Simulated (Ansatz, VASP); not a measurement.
# Cross-check of LaScBr6 between VASP and Ansatz, part 2 of 2

Aim: how closely do two programs agree when they are given the same cell, functional and k mesh? The cell is invented: As first built, before any earlier steps moved the atoms (in the runner's words): Sc for half of the La in the LaBr3 structure of space group P6_3/m. It may not be a known or stable phase. The cell is taken from a series of runs on this material, whose earlier steps may have relaxed, scaled, displaced or heated it; both programs get it as it stands.

VASP 6.6.1 and Ansatz 0.2.0.

So far: Set-up; VASP: relaxation of cell and atoms, PBEsol.

**3. Ansatz: relaxation of cell and atoms, PBEsol**

Level of this step: Ansatz beside VASP: Kohn-Sham DFT, plane waves, PBEsol (Ansatz).

Ansatz runs on its default PAW (the set named soft_2) files.

The same cell, functional, mesh and smearing now go to Ansatz, which takes its cutoff from its data sets.

input.yaml reads:

```yaml
crystal:
  lattice:
    - [7.8736878165, 0.0, 0.0]
    - [-3.9368439083, 6.8188136706, 0.0]
    - [0.0, 0.0, 4.4093943897]
  atoms:
    - { symbol: La, position: [0.6666666667, 0.3333333333, 0.75] }
    - { symbol: Sc, position: [0.3333333333, 0.6666666667, 0.25] }
    - { symbol: Br, position: [0.61344323, 0.70019478, 0.75] }
    - { symbol: Br, position: [0.91324845, 0.61344323, 0.25] }
    - { symbol: Br, position: [0.38655677, 0.29980522, 0.25] }
    - { symbol: Br, position: [0.08675155, 0.38655677, 0.75] }
    - { symbol: Br, position: [0.29980522, 0.91324845, 0.75] }
    - { symbol: Br, position: [0.70019478, 0.08675155, 0.25] }
kpoints:
  mp_grid: { grid: [4, 4, 6] }
scf:
  occupations: { method: gaussian, width: 0.03 }
hamiltonian:
  xc: pbesol
output:
  forces: true
  stress: true
relax:
  f_tol: 0.02
  max_steps: 60
  cell: {}
```

Launch:

```console
$ ansatz run input.yaml --threads 2 --pin off --max-ram 4096MiB --backend cpu --events-out ev --progress --plain --runs-dir out
```

Numbers of over 12 decimals in the logs are rounded to 6 here.

Output:

```text
Engine: ansatz 0.2.0, aarch64-unknown-linux-gnu
Pseudopotentials: kind: paw
Pseudopotential: La, paw, valence charge 11, recommended cutoff 420 eV (normal), La.paw.azcp
Pseudopotential: Sc, paw, valence charge 11, recommended cutoff 420 eV (normal), Sc.paw.azcp
Pseudopotential: Br, paw, valence charge 7, recommended cutoff 420 eV (normal), Br.paw.azcp
Functional definition: PBEsol
  exchange = pbesol_x
  correlation = pbesol_c
Crystal: 8 atoms, lattice volume = 236.737 Å³
Basis set: ecut = 420 eV, 4629 PW (Γ), exchange–correlation on 108×108×60 points (8 copies of the dense FFT grid, shifted against one another)
Bands: 40, of which v1, the nominal top of the filled ones, is band 32 counted from 1 (31 counted from 0)
Symmetry: 6 space group operations
Space group: P-6 (ITA 174), of the structure as read, at distance tolerance 6.2e-5 Å
k-points: 16 of 96 (time reversal used)
Non-local potential: La, projectors of the file, l = 0: 3, l = 1: 2, l = 2: 2, l = 3: 3
Non-local potential: Sc, projectors of the file, l = 0: 3, l = 1: 2, l = 2: 3, l = 3: 1
Non-local potential: Br, projectors of the file, l = 0: 2, l = 1: 2, l = 2: 2
PAW form: soft (Blöchl's): semilocal exchange-correlation on the pseudo side does not see the compensation charge
PAW frozen core: La, regenerated for the run's functional, and the local potential with it (the file was generated under x = pbe(κ = 0.804, μ = 0.219515), c = pbe(β = 0.066725))
PAW frozen core: Sc, regenerated for the run's functional, and the local potential with it (the file was generated under x = pbe(κ = 0.804, μ = 0.219515), c = pbe(β = 0.066725))
PAW frozen core: Br, regenerated for the run's functional, and the local potential with it (the file was generated under x = pbe(κ = 0.804, μ = 0.219515), c = pbe(β = 0.066725))
PAW one-centre angular grid: La, 590 points (default); XC on 64 Gauss nodes
PAW one-centre angular grid: Sc, 590 points (default); XC on 64 Gauss nodes
PAW one-centre angular grid: Br, 110 points (default); XC on 64 Gauss nodes
Initial density: superposition of atomic densities (neutral atoms: chi_scale 0, normalization atom), corrected by the library's trained network
Initial wavefunctions: pseudopotential atomic-orbital guess
Functional: x = pbesol(κ = 0.804, μ = 0.123457), c = pbesol(β = 0.046)
SCF iter   1: F=—  HF=-24705.127143 eV  |F-HF|=—  |Δ(HF+E_count)|=         —  Δρ=3.69e-3  dr2=5.41e-2  ethr=1.77e-3  ⟨swp⟩=6.1  Hψ=2658  notcnv=0
preconditioner: auto → Resta (q_TF=auto, 2.194 Å⁻¹)  ε∞=5.3  [insulator: Δε(μ)=2.036 eV  Ē_g=8.512 eV  σ=0.030 eV  W_gap=1.00  n_scr=44 (ndim 8)  ℏωp=17.7 eV  f_vac=0.068  D(μ)=0.00/eV (n_scr^D=0)  ε∞_Penn≈5.3]
SCF iter   2: F=—  HF=-24705.128966 eV  |F-HF|=—  |Δ(HF+E_count)|=   1.82e-3  Δρ=2.01e-3  dr2=8.49e-3  ethr=8.45e-5  ⟨swp⟩=2.8  Hψ=1117  notcnv=0  defer=48
SCF iter   3: F=—  HF=-24705.129979 eV  |F-HF|=—  |Δ(HF+E_count)|=   1.01e-3  Δρ=9.49e-4  dr2=2.77e-3  ethr=1.33e-5  ⟨swp⟩=2.0  Hψ=1184  notcnv=0  defer=48
SCF iter   4: F=—  HF=-24705.130534 eV  |F-HF|=—  |Δ(HF+E_count)|=   5.55e-4  Δρ=2.21e-4  dr2=8.74e-5  ethr=4.33e-6  ⟨swp⟩=2.9  Hψ=1107  notcnv=0  defer=48
SCF iter   5: F=—  HF=-24705.130744 eV  |F-HF|=—  |Δ(HF+E_count)|=   2.10e-4  Δρ=5.35e-5  dr2=8.17e-6  ethr=1.37e-7  ⟨swp⟩=2.1  Hψ=925  notcnv=0  defer=48
SCF iter   6: F=—  HF=-24705.130753 eV  |F-HF|=—  |Δ(HF+E_count)|=   9.19e-6  Δρ=1.34e-5  dr2=5.04e-7  ethr=1.28e-8  ⟨swp⟩=2.1  Hψ=923  notcnv=0  defer=48
SCF iter   7: F=-24705.130754 eV  HF=-24705.130754 eV  |F-HF|=1.42e-8  |Δ(HF+E_count)|=   6.94e-7  Δρ=2.95e-6  dr2=3.21e-8  ethr=1.56e-10  ⟨swp⟩=5.0  Hψ=2673  notcnv=0
SCF 1 converged in 7 iterations: F = -24705.130754 eV  dr2 = 3.21e-8
  greatest PAW one-centre occupation: 0.998 electrons in one spin orbital (limit 2), on the Sc atom at site 1 (counted from 0), in its partial waves of l = 0
relax step   1: F+E_penalty+E_count = -24705.13075358 eV  Δ(F+E_penalty+E_count) = +0.000e0 eV  max|allowed force component| = 8.118e-1 eV/Å  Δτ_max = 0.0000 Å  P = -2.959 GPa  Ω = 236.737 Å³  (7 SCF iters, dr2 threshold 1.00e-7 eV, accepted)
[...]
relax step   8: F+E_penalty+E_count = -24705.68443450 eV  Δ(F+E_penalty+E_count) = -1.072e-2 eV  max|allowed force component| = 2.176e-2 eV/Å  Δτ_max = 0.0296 Å  P = +0.092 GPa  Ω = 234.525 Å³  energy of the carried Pulay correction = +2.076e-4 eV  (7 SCF iters, dr2 threshold 3.84e-7 eV, accepted)
[...]
relax step   9: F+E_penalty+E_count = -24705.68613615 eV  Δ(F+E_penalty+E_count) = -1.702e-3 eV  max|allowed force component| = 2.902e-2 eV/Å  Δτ_max = 0.0396 Å  P = +0.043 GPa  Ω = 238.966 Å³  energy of the carried Pulay correction = -2.073e-4 eV  (8 SCF iters, dr2 threshold 2.96e-8 eV, accepted)
[...]
relax step  10: F+E_penalty+E_count = -24705.68681456 eV  Δ(F+E_penalty+E_count) = -6.784e-4 eV  max|allowed force component| = 1.199e-2 eV/Å  Δτ_max = 0.0155 Å  P = -0.010 GPa  Ω = 239.895 Å³  energy of the carried Pulay correction = -2.931e-4 eV  (7 SCF iters, dr2 threshold 6.56e-8 eV, accepted)
[...]
relax step  11: F+E_penalty+E_count = -24705.68825144 eV  Δ(F+E_penalty+E_count) = -1.437e-3 eV  max|allowed force component| = 1.212e-2 eV/Å  Δτ_max = 0.0000 Å  P = +0.001 GPa  Ω = 239.895 Å³  stress off target by 4.07e-2 GPa  SCF on the basis re-selected at this cell (its energy is not comparable with the rows above)  (7 SCF iters)
basis re-selected at this cell: Δ(F+E_penalty+E_count) = -1.437e-3 eV, ΔP = +0.012 GPa vs the last step (what re-selecting the basis moved, of the pressure what is left beyond the Pulay correction that the steps carried, after the strain that the cell walked since its last selection, with what the two solves' SCF thresholds leave and, on support functions, any second-order correction that the steps lacked; it is no measure of the basis error at this ecutwfc). The dense FFT grid was sized anew with the basis: this SCF ran on 60×60×27 points, the steps before it on 54×54×30, so part of this shift can come from that change (see relax.cell in the input reference). [rest of the remark cut]
SCF converged after 7 iterations
Free energy (F): -24705.688251 eV
Harris-Foulkes:  -24705.688251 eV  (|F-HF|=6.55e-11)
Internal energy: -24705.688251 eV  (E = F + TS)
E sigma→0 (E₀):  -24705.688251 eV
Fermi energy:    5.033467 eV
--- Per-component energies (eV) ---
  E_band       = -390.702347
  E_kinetic    = 1253.573186
  E_local      = -3388.621680  (includes V_loc(G=0)·N_el)
  E_nonlocal   = 603.191611
  E_hartree    = 1146.433801
  E_xc         = -1812.693411
  E_vxc        = -901.217556  (∫ρ·V_xc dr)
  E_paw        = -19477.771318  (= ΣΔE_a)
  E_vpaw       = -250.495695  (= ΣTr[D̂ρ^β])
  E_aug_tail   = 0.000007  (compensation charges beyond the density's cutoff)
  E_ewald      = -3030.652604
  E_core_change = 0.852156  (= ΣΔE_core)
  E_smearing   = -0.000000  (= −TS)
  E_closure    = -0.000000  (closes the sum)
  Σ components = -24705.688251   (vs F -24705.688251, Δ=0.00e0)
--- Forces (eV/Å), atoms counted from 1 ---
  atom   1  La    -0.00000000    -0.00000000     0.00000000
  atom   2  Sc    -0.00000000    -0.00000000     0.00000000
  atom   3  Br     0.00396780     0.01169940     0.00000000
  atom   4  Br     0.00797086     0.00434746     0.00000000
  atom   5  Br    -0.00775044     0.00472924     0.00000000
  atom   6  Br     0.00814807    -0.00928592     0.00000000
  atom   7  Br    -0.01211588    -0.00241348     0.00000000
  atom   8  Br    -0.00022042    -0.00907670     0.00000000
  max |Σ_I F_I| component: 3.73e-17 eV/Å
--- Stress (GPa, compression-positive) ---
        0.022493      -0.000000       0.000000
        0.000000       0.022493       0.000000
        0.000000       0.000000      -0.040685
  P = ⅓ Tr σ = 0.0014 GPa (0.014 kbar)
--- Relaxed structure (10 steps of the walk, 9 accepted, 1 SCFs on fresh bases) ---
  F+E_penalty+E_count = -24705.68825144 eV   max|allowed force component| = 1.212e-2 eV/Å   (the final SCF, on the basis selected at the relaxed cell)
  cell:  # Å, volume = 239.8951 Å³
    - [8.503494, 3.117678781863886e-11, 0.0]
    - [-4.251747, 7.364242, 0.0]
    - [0.0, 0.0, 3.830857]
  atoms:
    - { symbol: La, position: [0.666667, 0.333333, 0.750000] }
    - { symbol: Sc, position: [0.333333, 0.666667, 0.25] }
    - { symbol: Br, position: [0.573887, 0.690341, 0.750000] }
    - { symbol: Br, position: [0.892287, 0.620475, 0.25] }
    - { symbol: Br, position: [0.379525, 0.271812, 0.25] }
    - { symbol: Br, position: [0.116455, 0.426113, 0.750000] }
    - { symbol: Br, position: [0.309659, 0.883545, 0.750000] }
    - { symbol: Br, position: [0.728188, 0.107713, 0.25] }
```

Reading the cycles: dr2 is the Hartree energy of the density residual (eV), the measure of convergence; HF is the Harris–Foulkes estimate of the energy, which meets the free energy F at convergence.

**4. Side by side**

Known differences besides the potentials themselves: the cutoff is 420 eV in Ansatz and 500 eV in VASP; Ansatz makes its cores anew for this functional, VASP keeps those of its PBE data sets; Ansatz adds a Pulay correction to the stress that steers its cell, VASP none. Total energies have different zeros and are not compared.

Compared:

| quantity | Ansatz | VASP | difference |
| --- | --- | --- | --- |
| volume (Å³) | 239.90 | 238.12 | +0.74 % |
| edge a after relaxation, in the typed setting (Å) | 8.504 | 8.461 | +0.50 % |
| edge c after relaxation, in the typed setting (Å) | 3.831 | 3.841 | -0.25 % |

**5. Summary of results**

```json
{
  "difference in volume (relaxation of cell and atoms, PBEsol)": "0.74 %"
}
```

The difference in volume is 0.74 % (relaxation of cell and atoms, PBEsol), within the 1.2 % picked in this series as the mark of a large difference, as far as the stopping tolerances let one tell. Such differences can come from data sets, numerical settings and the points named under the comparisons, not from the functional's error against experiment.

[Lines on the potential files, build, host, timing and source positions are cut from VASP's logs without a mark.]

[Logs are printed without paths, hosts, clocks, repeated set-up lines and the standing remarks that a program may print on its own settings, such as how far it seeks lower states.]

[Hosts, paths, dates, database ids (printed as entryN), source tags and the programs' standing remarks are cut or masked in the printed files.]
